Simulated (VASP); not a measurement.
# MnIn11P12 (a cell with a defect) in VASP: notebook

The runs below take MnIn11P12 (a cell with a defect) through single point, relaxation of the atoms, with PBEsol+U.

All numbers are computed with VASP 6.6.1; they aren't measurements. Logs are shortened: lines on timing, memory, paths and dates and some standing lists are left out, and cuts for length are marked.

### 1 The structure

The cell holds a defect, 24 atoms: a = 12.449 Å, b = 8.300 Å, c = 8.300 Å, α = 60.00°, β = 60.00°, γ = 60.00°.

### 2 Single point, PBEsol+U, collinear spin, zero start

Input file INCAR:

```
ALGO = Normal
EDIFF = 1E-5
ENCUT = 350
GGA = PS
ISIF = 2
ISMEAR = 0
ISPIN = 2
KPAR = 2
LASPH = True
LCHARG = False
LDAU = True
LDAUJ = 0 0 0
LDAUL = 2 -1 -1
LDAUPRINT = 1
LDAUTYPE = 2
LDAUU = 3.5 0 0
LMAXMIX = 4
LORBIT = 11
LREAL = Auto
LWAVE = False
MAGMOM = 0 0 0 0 0 0 0 0 0 0 0 0 0 0 0 0 0 0 0 0 0 0 0 0
NELM = 120
NUPDOWN = 0
PREC = Accurate
SIGMA = 0.03
```

Input file KPOINTS:

```
k-points
0
Gamma
  2 2 2
```

Input file POSCAR:

```
MnIn11P12
1.0
    0.0000000000      8.8030500000      8.8030500000
    5.8687000000      0.0000000000      5.8687000000
    5.8687000000      5.8687000000      0.0000000000
Mn In P
1 11 12
Direct
    0.0000000000      0.0000000000      0.0000000000
    0.0000000000      0.0000000000      0.5000000000
    0.0000000000      0.5000000000      0.0000000000
    0.0000000000      0.5000000000      0.5000000000
    0.3333330000      0.0000000000      0.0000000000
    0.3333330000      0.0000000000      0.5000000000
    0.3333330000      0.5000000000      0.0000000000
    0.3333330000      0.5000000000      0.5000000000
    0.6666670000      0.0000000000      0.0000000000
    0.6666670000      0.0000000000      0.5000000000
    0.6666670000      0.5000000000      0.0000000000
    0.6666670000      0.5000000000      0.5000000000
    0.0833333333      0.1250000000      0.1250000000
    0.0833333333      0.1250000000      0.6250000000
    0.0833333333      0.6250000000      0.1250000000
    0.0833333333      0.6250000000      0.6250000000
    0.4166663333      0.1250000000      0.1250000000
    0.4166663333      0.1250000000      0.6250000000
    0.4166663333      0.6250000000      0.1250000000
    0.4166663333      0.6250000000      0.6250000000
    0.7500003333      0.1250000000      0.1250000000
    0.7500003333      0.1250000000      0.6250000000
    0.7500003333      0.6250000000      0.1250000000
    0.7500003333      0.6250000000      0.6250000000
```

Potentials or basis: VASP PAW PBE potentials, release 64 (Mn_pv, In_d, P).

The run is started by

```console
cat potpaw_PBE.64/Mn_pv/POTCAR potpaw_PBE.64/In_d/POTCAR potpaw_PBE.64/P/POTCAR > POTCAR
mpirun -np 4 vasp_std > vasp.out
```

OUTCAR:

```text
EDIFF = 1E-5
   ENCUT = 350
   GGA = PS
   ISIF = 2
   ISMEAR = 0
   ISPIN = 2
   LASPH = True
   LORBIT = 11
   LREAL = Auto
   NELM = 120
   NUPDOWN = 0
   PREC = Accurate

 ion  position               nearest neighbor table
   1  0.000  0.000  0.000-  21 2.54  13 2.54  15 2.54  14 2.54
   2  0.000  0.000  0.500-  22 2.54  14 2.54  16 2.54  13 2.54
   3  0.000  0.500  0.000-  23 2.54  15 2.54  16 2.54  13 2.54
   4  0.000  0.500  0.500-  24 2.54  16 2.54  14 2.54  15 2.54
   5  0.333  0.000  0.000-  13 2.54  17 2.54  18 2.54  19 2.54
   6  0.333  0.000  0.500-  14 2.54  18 2.54  17 2.54  20 2.54
[... 16 lines left out ...]
  23  0.750  0.625  0.125-   3 2.54  11 2.54   9 2.54  12 2.54
  24  0.750  0.625  0.625-   4 2.54  12 2.54  11 2.54  10 2.54

  LATTYP: Found a face centered orthorhombic cell.
 ALAT       =     8.2995951335
 B/A-ratio  =     1.7320508076
 C/A-ratio  =     2.4494897428

  Lattice vectors:

 A1 = (   0.0000000000,   8.8030500000,   8.8030500000)
 A2 = (  -5.8687000000,   2.9343500000,   8.8030500000)
 A3 = (   5.8687000000,  -0.0000000000,   5.8687000000)

Analysis of symmetry for initial positions (statically):
=====================================================================
 Subroutine PRICEL returns:
 Original cell was already a primitive cell.

 Routine SETGRP: Setting up the symmetry group for a
 face centered orthorhombic supercell.

 Subroutine GETGRP returns: Found  2 space group operations
 (whereof  2 operations were pure point group operations)
 out of a pool of  8 trial point group operations.

The static configuration has the point symmetry C_1h.

Analysis of symmetry for dynamics (positions and initial velocities):
=====================================================================
 Subroutine PRICEL returns:
 Original cell was already a primitive cell.

 Routine SETGRP: Setting up the symmetry group for a
 face centered orthorhombic supercell.

 Subroutine GETGRP returns: Found  2 space group operations
 (whereof  2 operations were pure point group operations)
 out of a pool of  8 trial point group operations.

The dynamic configuration has the point symmetry C_1h.

Analysis of structural, dynamic, and magnetic symmetry:
=====================================================================
 Subroutine PRICEL returns:
 Original cell was already a primitive cell.

 Routine SETGRP: Setting up the symmetry group for a
[... 213 lines left out ...]
  ext. energy  EPLUGINS =         0.00000000
  ---------------------------------------------------
  free energy    TOTEN  =      -109.63867904 eV

  energy without entropy =     -109.63867904  energy(sigma->0) =     -109.63867904

 E-fermi :   4.9415     XC(G=0):  -9.4167

 val. band max:        4.6659718428   @ k =   0.0000   0.0000   0.0000
 cond. band min:       5.4321144357   @ k =   0.5000   0.5000   0.5000
 fundamental gap:      0.7661425929
 Fermi energy:         4.9414541185

 spin component 1

 k-point     1 :       0.0000    0.0000    0.0000
  band No.  band energies     occupation
      1     -42.9216      1.00000
      2     -42.9181      1.00000
      3     -42.9116      1.00000
      4      -9.4792      1.00000
      5      -9.4677      1.00000
      6      -9.4659      1.00000
[... 727 lines left out ...]
    119       7.9305      0.00000
    120       7.9779      0.00000
 Fermi energy:         4.9414541185

 spin component 2

 k-point     1 :       0.0000    0.0000    0.0000
  band No.  band energies     occupation
      1     -42.9147      1.00000
      2     -42.9124      1.00000
      3     -42.9072      1.00000
      4      -9.4792      1.00000
      5      -9.4677      1.00000
      6      -9.4660      1.00000
[... 727 lines left out ...]
    119       7.9305      0.00000
    120       7.9784      0.00000
 [bands above 120 left out]

------------------------ aborting loop because EDIFF is reached ----------------------------------------

  FORCE on cell =-STRESS in cart. coord.  units (eV):
  Direction    XX          YY          ZZ          XY          YZ          ZX
  --------------------------------------------------------------------------------------
  -------------------------------------------------------------------------------------
  Total       -5.5227025     -5.4280671     -5.4280671      0.7305972     -0.6304607      0.7305976
  in kB      -14.5920143    -14.3419698    -14.3419698      1.9303747     -1.6657953      1.9303756
  external PRESSURE =     -14.4253180 kB  Pullay stress =       0.0000000 kB

 VOLUME and BASIS-vectors are now :
 -----------------------------------------------------------------------------
  energy-cutoff  :      350.00
  volume of cell :      606.38
      direct lattice vectors                 reciprocal lattice vectors
     0.000000000  8.803050000  8.803050000    -0.056798496  0.056798496  0.056798496
     5.868700000  0.000000000  5.868700000     0.085197744 -0.085197744  0.085197744
     5.868700000  5.868700000  0.000000000     0.085197744  0.085197744 -0.085197744

 POSITION                                       TOTAL-FORCE (eV/Angst)
 -----------------------------------------------------------------------------------
      0.00000      0.00000      0.00000         0.024916     -0.050025     -0.050025
      2.93435      2.93435      0.00000         0.006486     -0.002082     -0.057683
      2.93435      0.00000      2.93435         0.006486     -0.057683     -0.002082
      5.86870      2.93435      2.93435         0.056718     -0.015388     -0.015388
      0.00000      2.93435      2.93435        -0.018992     -0.022668     -0.022668
      2.93435      5.86870      2.93435         0.026549      0.018238     -0.037534
[... 16 lines left out ...]
      4.40152      7.33588     10.27023        -0.005388     -0.008159      0.017052
      7.33587     10.27023     10.27023         0.004899      0.016712      0.016712
 -----------------------------------------------------------------------------------
    total drift:                                0.035353      0.004079      0.004078

  FREE ENERGIE OF THE ION-ELECTRON SYSTEM (eV)
  ---------------------------------------------------
  free  energy   TOTEN  =      -109.6386790393 eV

  energy  without entropy=     -109.6386790393  energy(sigma->0) =     -109.63867904

 total charge

# of ion       s       p       d       tot
------------------------------------------
    1        0.278   6.153   4.982  11.412
    2        0.827   0.773   9.896  11.497
    3        0.827   0.773   9.896  11.497
    4        0.827   0.774   9.896  11.497
    5        0.826   0.774   9.897  11.497
    6        0.825   0.775   9.898  11.497
[... 16 lines left out ...]
   23        1.022   1.485   0.000   2.507
   24        1.022   1.486   0.000   2.507
--------------------------------------------------
tot         21.645  32.363 113.855 167.863

 magnetization (x)

# of ion       s       p       d       tot
------------------------------------------
    1        0.000  -0.000   0.005   0.005
    2        0.000  -0.000  -0.000  -0.000
    3        0.000  -0.000  -0.000  -0.000
    4        0.000  -0.000  -0.000  -0.000
    5       -0.000  -0.000  -0.000  -0.000
    6        0.000  -0.000  -0.000  -0.000
[... 16 lines left out ...]
   23       -0.000  -0.000   0.000  -0.000
   24        0.000  -0.000   0.000  -0.000
--------------------------------------------------
tot         -0.000  -0.003   0.005   0.002
```

It took 19 min on 4 MPI ranks of AMD EPYC 7R13 (Zen 3), shared host; peak memory 0.54 GiB.

Results:

```yaml
Free_energy: -109.6387 eV
Pressure: -1.4 GPa
Largest_force: 1.653 eV/Å
Net_moment: 0.00 μB per cell
Valence_electrons_inside_the_program's_atomic_spheres: Mn 11.41; In 11.50; P 2.48, 2.51, 2.50
```

Forces on the atoms (eV/Å):
```
Mn   0.025 -0.050 -0.050
In   0.006 -0.002 -0.058
In   0.006 -0.058 -0.002
In   0.057 -0.015 -0.015
In  -0.019 -0.023 -0.023
In   0.027  0.018 -0.038
In   0.027 -0.038  0.018
In   0.021 -0.017 -0.017
In  -0.043  0.037  0.037
In  -0.017  0.015  0.009
In  -0.017  0.009  0.015
In   0.006 -0.005 -0.005
P   -0.952 -0.932 -0.932
P    0.933  0.968 -0.930
P    0.933 -0.930  0.968
P    0.000  0.002  0.002
P   -0.006  0.005  0.005
P   -0.010  0.006  0.010
P   -0.010  0.010  0.006
P   -0.012  0.018  0.018
P   -0.950  0.956  0.956
P   -0.005  0.017 -0.008
P   -0.005 -0.008  0.017
P    0.005  0.017  0.017
```

Eigenvalues of the final occupation matrices:
| site | spin | trace | eigenvalues |
| --- | --- | --- | --- |
| site 1 d | 1 | 2.51 | 0.24 0.24 0.25 0.89 0.89 |
| site 1 d | 2 | 2.50 | 0.24 0.24 0.24 0.89 0.89 |

Caveat: the k mesh is coarse (spacing up to 0.46 Å⁻¹), so the values aren't converged; the PAW data sets were made with another functional, which shifts forces and pressure a little; the total moment is fixed, so each spin has its own Fermi level; the U is typed as a test and isn't derived for this compound. The state reached can hang on the start; a lower one may exist.

### 3 Relaxation of the atoms, PBEsol+U, collinear spin, ferromagnetic start

Input file INCAR:

```
SYSTEM = MnIn11P12
  PREC = Accurate
  ENCUT = 350
  EDIFF = 1E-5
  ISMEAR = 0
  SIGMA = 0.03
  LREAL = Auto
  LASPH = .True.
  NELM = 120
  ALGO = Normal
  ISIF = 2
  LWAVE = .False.
  LCHARG = .False.
  ISPIN = 2
  MAGMOM = 4 0 0 0 0 0 0 0 0 0 0 0 0 0 0 0 0 0 0 0 0 0 0 0
  LORBIT = 11
  LMAXMIX = 4
  LDAU = .True.
  LDAUTYPE = 2
  LDAUL = 2 -1 -1
  LDAUU = 3.5 0 0
  LDAUJ = 0 0 0
  LDAUPRINT = 1
  GGA = PS
  IBRION = 2
  NSW = 40
  EDIFFG = -0.03
  KPAR = 2
```

Input file KPOINTS:

```
regular mesh
0
Gamma
  2 2 2
  0 0 0
```

POSCAR is that of step 2.

Potentials or basis: VASP PAW PBE potentials, release 64 (Mn_pv, In_d, P).

The run is started by

```console
cat potpaw_PBE.64/Mn_pv/POTCAR potpaw_PBE.64/In_d/POTCAR potpaw_PBE.64/P/POTCAR > POTCAR
mpirun -np 4 vasp_std > vasp.out
```

Wall time 30 min (4 MPI ranks of AMD EPYC 7R13 (Zen 3), shared host); peak memory 0.56 GiB.

Results (log left out):

| Item | Value |
| --- | --- |
| Free energy | -113.1496 eV |
| Energy gained by relaxing | 4.7 meV/atom |
| Ionic steps | 8 |
| Pressure after relaxing | -0.7 GPa |
| Largest force after relaxing | 0.028 eV/Å |
| Band gap on the k mesh | none (metal or under the smearing width) |
| Net moment | 4.27 μB per cell |
| Site moments | Mn +4.29; In +0.01, +0.00; P -0.07, -0.01, -0.00, -0.03 μB |
| Valence electrons inside the program's atomic spheres | Mn 11.41; In 11.48, 11.47, 11.49; P 2.50, 2.51 |

Forces in eV/Å, atoms in the order of the input:
```
Mn  -0.020  0.014  0.014
In  -0.003  0.001  0.000
In  -0.003  0.000  0.001
In   0.000  0.002  0.002
In   0.002 -0.005 -0.005
In   0.016 -0.017 -0.015
In   0.016 -0.015 -0.017
In   0.008 -0.006 -0.006
In   0.006 -0.011 -0.011
In  -0.007  0.005  0.003
In  -0.007  0.003  0.005
In   0.003  0.003  0.003
P    0.014  0.002  0.002
P    0.002 -0.018  0.001
P    0.002  0.001 -0.018
P    0.001 -0.005 -0.005
P   -0.003  0.005  0.005
P   -0.002  0.004  0.003
P   -0.002  0.003  0.004
P   -0.001  0.000  0.000
P    0.003  0.007  0.007
P   -0.009  0.006  0.010
P   -0.009  0.010  0.006
P   -0.011  0.010  0.010
```

The path:
```
step  energy change (eV)  largest force (eV/Å)  pressure (GPa)
   1              0.0000                0.5707           -0.51
   2             -0.0603                0.4034           -0.58
   3             -0.1049                0.2147           -0.70
   4             -0.1053                0.2022           -0.66
   5             -0.1115                0.0476           -0.69
   6             -0.1120                0.0550           -0.70
   7             -0.1120                0.0562           -0.69
   8             -0.1131                0.0282           -0.69
```

Final structure:
```cif
data_structure
_symmetry_space_group_name_H-M 'P 1'
_symmetry_Int_Tables_number 1
_cell_length_a 12.4494
_cell_length_b 8.2996
_cell_length_c 8.2996
_cell_angle_alpha 60.000
_cell_angle_beta 60.000
_cell_angle_gamma 60.000
_cell_volume 606.38
loop_
_atom_site_label
_atom_site_type_symbol
_atom_site_fract_x
_atom_site_fract_y
_atom_site_fract_z
_atom_site_occupancy
Mn1 Mn 0.99926 0.00026 0.00026 1
In1 In 0.00127 0.00227 0.49782 1
In2 In 0.00127 0.49782 0.00227 1
In3 In 0.00109 0.49799 0.49799 1
In4 In 0.33036 0.00158 0.00158 1
In5 In 0.33071 0.00158 0.50090 1
In6 In 0.33071 0.50090 0.00158 1
In7 In 0.33301 0.50007 0.50007 1
In8 In 0.66780 0.00147 0.00147 1
In9 In 0.66706 0.00186 0.49567 1
In10 In 0.66706 0.49567 0.00186 1
In11 In 0.66692 0.49986 0.49986 1
P1 P 0.08066 0.12115 0.12115 1
P2 P 0.08110 0.12079 0.63661 1
P3 P 0.08110 0.63661 0.12079 1
P4 P 0.08303 0.62522 0.62522 1
P5 P 0.41703 0.12475 0.12475 1
P6 P 0.41681 0.12450 0.62530 1
P7 P 0.41681 0.62530 0.12450 1
P8 P 0.41683 0.62518 0.62518 1
P9 P 0.75870 0.12076 0.12076 1
P10 P 0.75050 0.12422 0.62502 1
P11 P 0.75050 0.62502 0.12422 1
P12 P 0.75043 0.62516 0.62516 1
```

Levels at points of the mesh, in eV from the Fermi level:
Spin up:
```csv
k point,band 107,band 108,band 109,band 110,band 111,band 112,band 113,band 114
"(0.00, 0.00, 0.00)",-0.33,-0.32,0.36,0.43,0.44,0.83,1.57,1.62
"(0.50, 0.00, 0.00)",-0.61,-0.14,-0.14,0.28,0.28,1.56,1.64,1.87
"(0.00, 0.50, 0.00)",-0.81,-0.39,-0.37,-0.05,0.00,1.87,1.98,2.54
"(0.50, 0.00, 0.50)",-0.90,-0.82,-0.51,-0.50,-0.12,2.60,2.63,2.69
"(0.00, 0.50, 0.50)",-0.83,-0.82,-0.44,-0.34,0.02,2.26,2.32,2.57
"(0.50, 0.50, 0.50)",-0.77,-0.59,-0.51,-0.19,-0.14,2.36,2.41,2.59
```
Spin down:
```tsv
k point	band 104	band 105	band 106	band 107	band 108	band 109
(0.00, 0.00, 0.00)	-0.05	0.00	0.01	0.86	1.53	1.60
(0.50, 0.00, 0.00)	-0.37	-0.16	-0.15	1.46	1.62	1.70
(0.00, 0.50, 0.00)	-0.58	-0.41	-0.39	1.85	1.95	2.06
(0.50, 0.00, 0.50)	-0.90	-0.64	-0.59	1.97	2.21	2.41
(0.00, 0.50, 0.50)	-0.87	-0.54	-0.39	1.96	2.10	2.27
(0.50, 0.50, 0.50)	-0.70	-0.59	-0.54	1.98	2.27	2.31
```

Eigenvalues of the final occupation matrices:
```
    site  spin  trace               eigenvalues
site 1 d     1   4.54  0.89 0.90 0.92 0.92 0.92
site 1 d     2   0.33  0.02 0.02 0.10 0.10 0.10
```

Caveat: the k mesh is coarse (spacing up to 0.46 Å⁻¹), so the values aren't converged; the PAW data sets were made with another functional, which shifts forces and pressure a little; only a ferromagnetic start was run, and an antiferromagnetic order may lie lower in energy; the U is typed as a test and isn't derived for this compound. The state reached can hang on the start; a lower one may exist.
